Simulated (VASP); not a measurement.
# ZnGeSb2 with PBE: from relaxation to properties, part 2 of 6

What structure does ZnGeSb2 take at this level, and what are its properties? The cell is invented: it takes the structure of a Materials Project entry for ZnGeP2 (space group 115 there), with some of its atoms replaced by other elements, volume scaled by an estimate. It may not be a known or stable phase.

VASP 6.6.1, plane waves and PAW; the level of theory is named at each step.

Still holding for the runs below: The k-mesh is coarse for a metal.

So far. Step 2 (Rough relaxation of the start cell): It ends with a largest force of 0.001 eV/Å and a pressure of -0.17 GPa. The relaxed cell has a = 4.442, c = 6.024 Å (conventional setting).

### 3. Relaxing cell and atoms (PBE)

Level of this step: PBE; plane waves and PAW (Sb, Ge_d, Zn); invented cell (VASP).

Properties are meant for the cell that this level of theory prefers, so cell and atoms are relaxed first (ISIF = 3) until forces and stress are small; EDIFFG sets the threshold.

INCAR reads:

```
SYSTEM = ZnGeSb2
PREC = Accurate
ENCUT = 410
EDIFF = 1E-06
NELM = 100
ISMEAR = 0
SIGMA = 0.05
LREAL = .FALSE.
ALGO = Normal
GGA = PE
NBANDS = 24
LORBIT = 11
LWAVE = .FALSE.
LCHARG = .FALSE.
KPAR = 2
IBRION = 2
NSW = 60
ISIF = 3
EDIFFG = -0.01
```

POSCAR reads:

```
ZnGeSb2
1.0
    4.4424837165      0.0000000000      0.0000000000
    0.0000000000      4.4424837165      0.0000000000
    0.0000000000      0.0000000000      6.0243147828
Sb Ge Zn
2 1 1
Direct
    0.0000000000      0.5000000000      0.2387076660
    0.5000000000      0.0000000000      0.7612923340
    0.5000000000      0.5000000000      0.5000000000
    0.0000000000      0.0000000000      0.0000000000
```

KPOINTS reads:

```
Automatic mesh
0
Gamma
6 6 5
0 0 0
```

PAW data sets: Sb, Ge_d and Zn (PBE family, release 64).

Command:

```
$ mpirun -np 2 vasp_std
```

Output:

```text
[... set-up lines as in an earlier step ...]
 entering main loop
       N       E                     dE             d eps       ncg     rms          rms(c)
DAV:   1     0.220576956522E+03    0.22058E+03   -0.14742E+04  1632   0.192E+03
DAV:   2     0.145845443386E+02   -0.20599E+03   -0.20160E+03  1528   0.486E+02
DAV:   3    -0.130658892050E+02   -0.27650E+02   -0.27545E+02  1808   0.127E+02
DAV:   4    -0.140387786786E+02   -0.97289E+00   -0.97277E+00  1552   0.260E+01
DAV:   5    -0.140615126972E+02   -0.22734E-01   -0.22733E-01  1808   0.429E+00    0.468E+00
DAV:   6    -0.139085859788E+02    0.15293E+00   -0.73023E-01  1688   0.155E+01    0.316E+00
DAV:   7    -0.138880199850E+02    0.20566E-01   -0.12705E-01  1608   0.412E+00    0.140E+00
DAV:   8    -0.138861415516E+02    0.18784E-02   -0.22359E-02  1792   0.128E+00    0.167E-01
DAV:   9    -0.138867965225E+02   -0.65497E-03   -0.25168E-03  1656   0.478E-01    0.721E-02
DAV:  10    -0.138871336433E+02   -0.33712E-03   -0.59187E-04  1696   0.235E-01    0.217E-02
DAV:  11    -0.138871649865E+02   -0.31343E-04   -0.63051E-05  1672   0.841E-02    0.109E-02
DAV:  12    -0.138871801412E+02   -0.15155E-04   -0.31728E-05  1648   0.308E-02    0.366E-03
DAV:  13    -0.138871807374E+02   -0.59618E-06   -0.12872E-06  1216   0.165E-02
   1 F= -.13887181E+02 E0= -.13886815E+02  d E =-.138872E+02
 curvature:   0.00 expect dE= 0.000E+00 dE for cont linesearch  0.000E+00
 trial: gam= 0.00000 g(F)=  0.666E-03 g(S)=  0.751E-02 ort = 0.000E+00 (trialstep = 0.100E+01)
 search vector abs. value=  0.818E-02
 bond charge predicted
       N       E                     dE             d eps       ncg     rms          rms(c)
DAV:   1    -0.139315778144E+02   -0.44398E-01   -0.67491E-01  1704   0.110E+01    0.137E+00
DAV:   2    -0.139021698502E+02    0.29408E-01   -0.11447E-01  1728   0.637E+00    0.644E-01
DAV:   3    -0.138948385052E+02    0.73313E-02   -0.90589E-03  2032   0.134E+00    0.297E-01
DAV:   4    -0.138929346434E+02    0.19039E-02   -0.24651E-03  1968   0.491E-01    0.682E-02
DAV:   5    -0.138929154096E+02    0.19234E-04   -0.38808E-04  1712   0.231E-01    0.379E-02
DAV:   6    -0.138929162972E+02   -0.88766E-06   -0.94786E-05  1696   0.126E-01    0.127E-02
DAV:   7    -0.138929150268E+02    0.12705E-05   -0.17810E-05  1744   0.779E-02    0.394E-03
DAV:   8    -0.138929149465E+02    0.80310E-07   -0.17571E-06  1112   0.153E-02
   2 F= -.13892915E+02 E0= -.13892620E+02  d E =-.573421E-02
[... from here on, the cycles between the ionic steps are left out ...]
   3 F= -.13893793E+02 E0= -.13893527E+02  d E =-.661181E-02
   4 F= -.13896195E+02 E0= -.13895943E+02  d E =-.240251E-02
   5 F= -.13896316E+02 E0= -.13896063E+02  d E =-.252385E-02
   6 F= -.13896048E+02 E0= -.13895787E+02  d E =-.225563E-02
   7 F= -.13896316E+02 E0= -.13896061E+02  d E =-.252347E-02
   8 F= -.13896321E+02 E0= -.13896066E+02  d E =-.252799E-02
   9 F= -.13896320E+02 E0= -.13896065E+02  d E =-.252735E-02
  10 F= -.13896607E+02 E0= -.13896352E+02  d E =-.287562E-03
  11 F= -.13896675E+02 E0= -.13896418E+02  d E =-.354828E-03
 curvature:  -1.57 expect dE=-0.830E-04 dE for cont linesearch -0.245E-06
 trial: gam= 0.01294 g(F)=  0.299E-04 g(S)=  0.232E-04 ort =-0.910E-05 (trialstep = 0.137E+01)
 search vector abs. value=  0.529E-04
 bond charge predicted
       N       E                     dE             d eps       ncg     rms          rms(c)
DAV:   1    -0.138968600303E+02   -0.18541E-03   -0.34399E-03  1664   0.627E-01    0.816E-02
DAV:   2    -0.138967672670E+02    0.92763E-04   -0.36909E-04  1760   0.341E-01    0.432E-02
DAV:   3    -0.138967355907E+02    0.31676E-04   -0.40093E-05  1872   0.901E-02    0.185E-02
DAV:   4    -0.138967286587E+02    0.69320E-05   -0.11856E-05  1928   0.356E-02    0.378E-03
DAV:   5    -0.138967285283E+02    0.13040E-06   -0.19850E-06  1080   0.170E-02
  12 F= -.13896729E+02 E0= -.13896475E+02  d E =-.538111E-04
 trial-energy change:   -0.000054  1 .order   -0.000047   -0.000073   -0.000021
 step:   1.6598(harm=  1.9379)  dis= 0.00146  next Energy=   -13.896731 (dE=-0.561E-04)
 reached required accuracy - stopping structural energy minimisation
```

The job ended after 73 s (2 MPI ranks of Intel Xeon 6975P-C (Granite Rapids), shared host; peak memory 0.44 GiB).

From OUTCAR (step 3):

```text
  LATTYP: Found a simple tetragonal cell.
 ALAT       =     4.4424837165
 C/A-ratio  =     1.3560690747

The static configuration has the point symmetry D_2d.

 Found     30 irreducible k-points:

   k-points           NKPTS =     30   k-points in BZ     NKDIM =     30   number of bands    NBANDS=     24

   dimension x,y,z NGX =    30 NGY =   30 NGZ =   40
   dimension x,y,z NGXF=    60 NGYF=   60 NGZF=   80

   ENCUT  =  410.0 eV  30.13 Ry    5.49 a.u.   7.33  7.33  9.95*2*pi/ulx,y,z

   NELECT =      36.0000    total number of electrons

 E-fermi :   4.1819

 k-point     1 :       0.0000    0.0000    0.0000
  band No.  band energies     occupation
    ...
     13      -2.6870      2.00000
     14       1.4270      2.00000
     15       1.4270      2.00000
     16       3.4070      2.00000
     17       4.0334      1.99997
     18       4.3187      0.00011
     19       4.3187      0.00011
     20       5.1993      0.00000
     21       5.9273      0.00000
     22       6.6622      0.00000
    ...

 k-point     2 :       0.1667    0.0000    0.0000
  band No.  band energies     occupation
    ...
     13      -2.6743      2.00000
     14       0.7881      2.00000
     15       1.5747      2.00000
     16       2.3350      2.00000
     17       3.3973      2.00000
     18       4.2061      0.49504
     19       4.5476      0.00000
     20       5.9863      0.00000
     21       6.6009      0.00000
     22       6.8212      0.00000
    ...

  Total        0.0068060      0.0068060     -0.0122599      0.0000000      0.0000000      0.0000000
  in kB        0.0924285      0.0924285     -0.1664957      0.0000000      0.0000000      0.0000000
  external PRESSURE =       0.0061204 kB  Pullay stress =       0.0000000 kB

  energy-cutoff  :      410.00
  volume of cell :      117.98
      direct lattice vectors                 reciprocal lattice vectors
     4.384920581  0.000000000 -0.000000000     0.228054301  0.000000000 -0.000000000
     0.000000000  4.384920581  0.000000000     0.000000000  0.228054301  0.000000000
     0.000000000  0.000000000  6.135812482     0.000000000  0.000000000  0.162977601

 POSITION                                       TOTAL-FORCE (eV/Angst)
 -----------------------------------------------------------------------------------
      0.00000      2.19246      1.46188         0.000000      0.000000      0.004559
      2.19246      0.00000      4.67393        -0.000000      0.000000     -0.004559
      2.19246      2.19246      3.06791         0.000000     -0.000000      0.000000
      0.00000      0.00000      6.13581        -0.000000      0.000000      0.000000
 -----------------------------------------------------------------------------------
    total drift:                                0.000000      0.000000      0.000000

  FREE ENERGIE OF THE ION-ELECTRON SYSTEM (eV)
  ---------------------------------------------------
  free  energy   TOTEN  =       -13.8967285283 eV

  energy  without entropy=      -13.8962208588  energy(sigma->0) =      -13.89647469

 total charge
# of ion       s       p       d       tot
------------------------------------------
    1        1.148   1.274   0.028   2.450
    2        1.148   1.274   0.028   2.450
    3        1.167   1.077  10.007  12.251
    4        0.597   0.476   9.725  10.799
--------------------------------------------------
tot          4.060   4.102  19.787  27.949

[... 2 parts as in an earlier step ...]

[... 7 further parts left out ...]
```

Step by step:

```
step  energy less that of the first step (eV)  largest force (eV/Å)  pressure (GPa)  volume (Å³)
   1                                   0.0000                0.0831           -0.34       118.89
   2                                  -0.0057                0.0331            0.10       117.80
   3                                  -0.0066                0.0051            0.34       117.23
   4                                  -0.0090                0.0391            0.01       117.92
   5                                  -0.0091                0.0493            0.00       118.08
   6                                  -0.0089                0.0695           -0.10       118.40
   7                                  -0.0091                0.0541           -0.11       118.16
   8                                  -0.0091                0.0516           -0.03       118.11
   9                                  -0.0091                0.0526           -0.07       118.13
  10                                  -0.0094                0.0339           -0.03       118.02
  11                                  -0.0095                0.0176            0.01       117.92
  12                                  -0.0095                0.0046            0.00       117.98
```

```
conventional cell, symmetrised  before  after  change
                         a (Å)   4.442  4.385  -1.3 %
                         b (Å)   4.442  4.385  -1.3 %
                         c (Å)   6.024  6.136  +1.9 %
              volume (Å³/atom)   29.72  29.49  -0.8 %
```

The relaxed structure:

```xyz
4
Lattice="4.3849 0.0000 0.0000 0.0000 4.3849 0.0000 0.0000 0.0000 6.1358" Properties=species:S:1:pos:R:3 pbc="T T T"
Sb    0.0000    2.1925    1.4619
Sb    2.1925    0.0000    4.6739
Ge    2.1925    2.1925    3.0679
Zn    0.0000    0.0000    0.0000
```

Numbers from this step:

```
irreducible k-points            : 30
free energy (TOTEN)             : -13.90 eV
energy at zero smearing         : -13.90 eV
Fermi energy                    : 4.182 eV
pressure                        : 6.12e-4 GPa
SCF cycles over all ionic steps : 79
```

It ends with a largest force of 0.005 eV/Å and a pressure of 0.00 GPa.

### 4. Density, ELF and potential (PBE)

The relaxed cell gets a fresh self-consistent run, on a basis set for its own volume, to fix the density and to check the remaining stress.

INCAR, as its differences from that of step 3:

```diff
@@ -13,7 +13,5 @@
 LWAVE = .FALSE.
-LCHARG = .FALSE.
-KPAR = 2
-IBRION = 2
-NSW = 60
-ISIF = 3
-EDIFFG = -0.01
+LCHARG = .TRUE.
+ISIF = 2
+LELF = .TRUE.
+LVHAR = .TRUE.
```

POSCAR reads:

```
ZnGeSb2
1.0
    4.3849205807      0.0000000000      0.0000000000
    0.0000000000      4.3849205807      0.0000000000
    0.0000000000      0.0000000000      6.1358124824
Sb Ge Zn
2 1 1
Direct
    0.0000000000      0.5000000000      0.2382535967
    0.5000000000      0.0000000000      0.7617464033
    0.5000000000      0.5000000000      0.5000000000
    0.0000000000      0.0000000000      0.0000000000
```

KPOINTS is that of step 3.

Command:

```
$ mpirun -np 2 vasp_std
```

Output:

```text
[banner, memory and clock lines left out]
running    2 mpi-ranks, on    1 nodes
 distrk:  each k-point on    2 cores,    1 groups
 distr:  one band on    1 cores,    2 groups

 POSCAR found type information on POSCAR SbGeZn
 POSCAR found :  3 types and       4 ions
 LDA part: xc-table for (Slater+PW92), standard interpolation
 POSCAR, INCAR and KPOINTS ok, starting setup
 FFT: planning ... GRIDC
 FFT: planning ... GRID_SOFT
 FFT: planning ... GRID
 WAVECAR not read
 entering main loop
       N       E                     dE             d eps       ncg     rms          rms(c)
DAV:   1     0.222605274676E+03    0.22261E+03   -0.14803E+04  1584   0.199E+03
DAV:   2     0.145717522107E+02   -0.20803E+03   -0.20376E+03  1512   0.471E+02
DAV:   3    -0.131114467481E+02   -0.27683E+02   -0.27535E+02  1808   0.127E+02
DAV:   4    -0.140522572435E+02   -0.94081E+00   -0.94060E+00  1608   0.257E+01
DAV:   5    -0.140743902927E+02   -0.22133E-01   -0.22133E-01  1776   0.428E+00    0.475E+00
DAV:   6    -0.139182355876E+02    0.15615E+00   -0.74189E-01  1728   0.157E+01    0.321E+00
DAV:   7    -0.138969435959E+02    0.21292E-01   -0.12992E-01  1632   0.422E+00    0.143E+00
DAV:   9    -0.138956596254E+02   -0.65961E-03   -0.25587E-03  1664   0.486E-01    0.735E-02
DAV:  10    -0.138960115696E+02   -0.35194E-03   -0.62124E-04  1616   0.240E-01    0.219E-02
DAV:  11    -0.138960433972E+02   -0.31828E-04   -0.64978E-05  1696   0.877E-02    0.109E-02
DAV:  12    -0.138960593166E+02   -0.15919E-04   -0.33245E-05  1576   0.328E-02    0.377E-03
DAV:  13    -0.138960599246E+02   -0.60799E-06   -0.14290E-06  1264   0.182E-02
   1 F= -.13896060E+02 E0= -.13895806E+02  d E =-.507673E-03
```

Elapsed: 13 s, on 2 MPI ranks; peak memory 0.36 GiB; 24 s of CPU time.

Parts of OUTCAR (step 4):

```text
  LATTYP: Found a simple tetragonal cell.
 ALAT       =     4.3849205807
 C/A-ratio  =     1.3992984296

The static configuration has the point symmetry D_2d.

 Found     30 irreducible k-points:

   dimension x,y,z NGX =    30 NGY =   30 NGZ =   42
   dimension x,y,z NGXF=    60 NGYF=   60 NGZF=   84

   ENCUT  =  410.0 eV  30.13 Ry    5.49 a.u.   7.24  7.24 10.13*2*pi/ulx,y,z

   NELECT =      36.0000    total number of electrons

 E-fermi :   4.1818

 k-point     1 :       0.0000    0.0000    0.0000
  band No.  band energies     occupation
    ...
     13      -2.6871      2.00000
     14       1.4270      2.00000
     15       1.4270      2.00000
     16       3.4069      2.00000
     17       4.0333      1.99997
     18       4.3185      0.00011
     19       4.3185      0.00011
     20       5.1992      0.00000
     21       5.9271      0.00000
     22       6.6622      0.00000
    ...

 k-point     2 :       0.1667    0.0000    0.0000
  band No.  band energies     occupation
    ...
     13      -2.6745      2.00000
     14       0.7880      2.00000
     15       1.5747      2.00000
     16       2.3348      2.00000
     17       3.3972      2.00000
     18       4.2059      0.49503
     19       4.5476      0.00000
     20       5.9862      0.00000
     21       6.6008      0.00000
     22       6.8212      0.00000
    ...

  Total        0.0128762      0.0128762      0.0032307      0.0000000      0.0000000      0.0000000
  in kB        0.1748652      0.1748652      0.0438744      0.0000000      0.0000000      0.0000000
  external PRESSURE =       0.1312016 kB  Pullay stress =       0.0000000 kB

  energy-cutoff  :      410.00
  volume of cell :      117.98
      direct lattice vectors                 reciprocal lattice vectors
     4.384920581  0.000000000  0.000000000     0.228054301  0.000000000  0.000000000
     0.000000000  4.384920581  0.000000000     0.000000000  0.228054301  0.000000000
     0.000000000  0.000000000  6.135812482     0.000000000  0.000000000  0.162977601

 POSITION                                       TOTAL-FORCE (eV/Angst)
 -----------------------------------------------------------------------------------
      0.00000      2.19246      1.46188         0.000000      0.000000      0.004541
      2.19246      0.00000      4.67393         0.000000      0.000000     -0.004541
      2.19246      2.19246      3.06791         0.000000     -0.000000      0.000000
      0.00000      0.00000      0.00000         0.000000      0.000000      0.000000
 -----------------------------------------------------------------------------------
    total drift:                                0.000000      0.000000      0.000000

  FREE ENERGIE OF THE ION-ELECTRON SYSTEM (eV)
  ---------------------------------------------------
  free  energy   TOTEN  =       -13.8960599246 eV

  energy  without entropy=      -13.8955522518  energy(sigma->0) =      -13.89580609

[... 4 parts as in an earlier step ...]

[... 6 further parts left out ...]
```

This step gave:

| Property | Result |
| --- | --- |
| SCF cycles | 13 |
| pressure | 0.01312 GPa |

Valence electrons inside each PAW sphere by angular momentum. Sphere charges, by row:

```
atom  s (e)  p (e)  d (e)  tot (e)
 Sb1  1.148  1.274  0.028     2.45
 Sb2  1.148  1.274  0.028     2.45
 Ge3  1.167  1.077  10.01    12.25
 Zn4  0.597  0.476  9.725     10.8
```

Electrostatic potential energy in the ac plane at fractional y = 0.000, with atoms of Sb and Zn within 0.2 Å of it. With pseudopotentials it is smooth inside the atoms' cores, unlike the true potential.

Values in eV, 19 rows by 14 columns, each cell a mean:
```
 -8  -9 -11  -5  -2  -2  -4  -5  -4  -2  -2  -8 -10  -8
-10 -11  -9  -4  -4 -14 -27 -32 -23  -9  -4  -5 -10 -10
 -8  -6  -3  -4 -13 -44 -66 -72 -61 -31  -8  -3  -4  -7
  0   0   0  -5 -27 -67 -80 -80 -79 -53 -16  -2   0   0
  2   2   1  -5 -30 -70 -80 -80 -79 -57 -18  -2   2   2
  3   3   1  -3 -20 -57 -77 -80 -73 -43 -11  -1   2   3
  4   3   2  -1  -7 -26 -45 -52 -40 -17  -4   1   3   4
  4   4   3   1  -1  -6 -12 -14 -10  -4   0   2   3   4
  4   4   3   3   2   0  -1  -1  -1   1   2   3   4   4
  4   4   4   3   3   2   2   2   2   3   3   3   4   4
  4   4   4   4   3   3   3   3   3   3   4   4   4   4
  4   4   4   4   4   4   3   3   4   4   4   4   4   4
  4   4   4   4   4   4   4   4   4   4   4   4   4   4
  3   3   3   4   4   4   4   4   4   4   4   4   3   3
  1   2   2   3   3   4   4   4   4   4   3   3   2   1
 -4  -2   0   2   3   4   4   4   4   3   3   1  -1  -3
-11 -10  -6  -1   2   3   3   4   3   3   1  -2  -8 -11
 -8  -9 -10  -4   1   3   3   3   3   2   0  -6 -11  -9
 -7  -8 -11  -6   0   1   1   1   1   1  -1  -9 -10  -8
```
Columns run along a (4.4 Å; values clipped at the 3rd and 97th percentile), rows up along c (6.1 Å). Atoms in or near the plane, at fractional coordinates: Sb at (0.50, 0.76), Zn at (0.00, 0.00).

ELF in the ac plane at fractional y = 0.000, with atoms of Sb and Zn within 0.2 Å of it. It is the smooth field of the valence electrons, not physical close to the nuclei.

Ten even steps from '0' (0.01) to '9' (0.88), each cell a mean:
```
00236888885210
11258999997421
22489988999632
23699976899853
24799865799963
13689976899852
01478888888631
00256777776410
00023566543100
00001233321000
00000011100000
00000000000000
10000000000001
21100000000011
22210000001122
22221000001222
12222100012222
00222222222210
00123555553210
```
Columns run along a (4.4 Å), rows up along c (6.1 Å). Atoms in or near the plane, at fractional coordinates: Sb at (0.50, 0.76), Zn at (0.00, 0.00).

Valence density in the ac plane at fractional y = 0.000, with atoms of Sb and Zn within 0.2 Å of it. It is the smooth field of the valence electrons, not physical close to the nuclei.

Values in e/Å³, 19 rows by 14 columns, each cell a mean:
```
13  7  1  0  0  0  0  0  0  0  0  0  3  9
 4  2  1  0  0  0  0  0  0  0  0  0  1  3
 0  0  0  0  0  0  0  0  0  0  0  0  0  0
 0  0  0  0  0  0  0  0  0  0  0  0  0  0
 0  0  0  0  0  0  0  0  0  0  0  0  0  0
 0  0  0  0  0  0  0  0  0  0  0  0  0  0
 0  0  0  0  0  0  0  0  0  0  0  0  0  0
 0  0  0  0  0  0  0  0  0  0  0  0  0  0
 0  0  0  0  0  0  0  0  0  0  0  0  0  0
 0  0  0  0  0  0  0  0  0  0  0  0  0  0
 0  0  0  0  0  0  0  0  0  0  0  0  0  0
 0  0  0  0  0  0  0  0  0  0  0  0  0  0
 0  0  0  0  0  0  0  0  0  0  0  0  0  0
 0  0  0  0  0  0  0  0  0  0  0  0  0  0
 0  0  0  0  0  0  0  0  0  0  0  0  0  0
 0  0  0  0  0  0  0  0  0  0  0  0  0  0
 2  1  0  0  0  0  0  0  0  0  0  0  1  1
 9  5  1  0  0  0  0  0  0  0  0  0  2  7
17 10  2  0  0  0  0  0  0  0  0  1  4 13
```
Columns run along a (4.4 Å), rows up along c (6.1 Å). Atoms in or near the plane, at fractional coordinates: Sb at (0.50, 0.76), Zn at (0.00, 0.00).

In this run the pressure is 0.01 GPa, small enough to go on.

(Part 2 of 6 ends here.)

[Lines on the potential files, build, host, timing and source positions are cut from VASP's logs without a mark.]

[Logs are printed without paths, hosts, clocks, repeated set-up lines and the standing remarks that a program may print on its own settings, such as how far it seeks lower states.]

[Hosts, paths, dates, database ids (printed as entryN), source tags and the programs' standing remarks are cut or masked in the printed files.]

[A measured line is paired with the nearest computed mode of its activity, which favours agreement.]
